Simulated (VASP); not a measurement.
VASP ran on this input.

**POSCAR**
```
Sc
1
    1.6372567983    -2.8358118760     0.0000000000
    1.6372567983     2.8358118760     0.0000000000
   -0.0000000000    -0.0000000000     5.0847007232
Sc
2
Direct
  0.3333330000   0.6666670000   0.2500000000
  0.6666670000   0.3333330000   0.7500000000
```

File KPOINTS:
```
Automatic mesh
0
Gamma
12 12 7
0 0 0
```

### INCAR
```
SYSTEM=Sc
PREC=Accurate; ENCUT=400; LREAL=F
LASPH=T
EDIFF=1E-6; NELM=100; ALGO=Normal
LMAXMIX=4
ISMEAR=1; SIGMA=0.1
GGA=PS
IBRION=2; NSW=60; ISIF=3
EDIFFG=-0.01
LWAVE=F; LCHARG=F
```

POTCAR, in this order: Sc_sv (PBE.64 set). Program: vasp_std.

Task: Translate this PBEsol calculation to Quantum ESPRESSO's pw.x.

Result: One equivalent input (not run):
```
&CONTROL
  calculation = 'vc-relax'
  pseudo_dir = './pseudo'
  outdir = './out'
  tprnfor = .true.
  tstress = .true.
  nstep = 60
  forc_conv_thr = 0.00039
/
&SYSTEM
  ibrav = 0
  nat = 2
  ntyp = 1
  ecutwfc = 78
  occupations = 'smearing'
  smearing = 'methfessel-paxton'
  degauss = 0.00735
  input_dft = 'pbesol'
/
&ELECTRONS
  conv_thr = 7.3e-08
  electron_maxstep = 100
/
&IONS
/
&CELL
/
ATOMIC_SPECIES
  Sc 44.956 Sc.upf
CELL_PARAMETERS angstrom
     1.6372568   -2.8358119    0.0000000
     1.6372568    2.8358119    0.0000000
    -0.0000000   -0.0000000    5.0847007
ATOMIC_POSITIONS crystal
  Sc   0.3333330  0.6666670  0.2500000
  Sc   0.6666670  0.3333330  0.7500000
K_POINTS automatic
  12 12 7 0 0 0
```
Limits of the translation: the potentials are each code's own (VASP's PAW set, PseudoDojo norm-conserving files in pw.x), so ENCUT and ecutwfc are chosen apart and not converted; conv_thr bounds pw.x's estimated SCF error, while EDIFF bounds the energy change between steps; forc_conv_thr acts on force components and is met together with etot_conv_thr.

The compound is Sc in the hcp structure. This run relaxes it. Symmetry was kept, so distortions that lower it aren't found. The start is the result of an earlier pass.
